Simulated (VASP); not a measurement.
Input:

```xyz
4
Lattice="2.7641 0.0000 0.0000 -1.3820 2.3938 0.0000 0.0000 0.0000 5.6628" Properties=species:S:1:pos:R:3 pbc="T T T"
Tc     0.0000     0.0000     0.0000
Tc     0.0000     0.0000     2.8314
N      1.3820     0.7979     4.2471
N      0.0000     1.5958     1.4157
```

Method: PBEsol GGA, VASP's PBE PAW potentials (set 64) (plane waves; VASP). Run with 520 eV cut-off, 14×14×6 Γ-centred mesh, tetrahedra with Blöchl corrections, potentials Tc_pv N.

Question: The job: TcN (space group P6_3/mmc), 4 atoms, PBEsol, static run, 520 eV, 14×14×6 Γ-centred mesh. Roughly how much core time does it take on a busy server core?

Answer: About 50 core-seconds (one run on a shared machine, a rough figure). It had 96 irreducible k-points, 22 bands, up to 1028 plane waves and 14 electronic steps.

The structure comes from a computed database's TcN entry (P6_3/mmc); how it stands against other phases isn't given here. It was relaxed first.
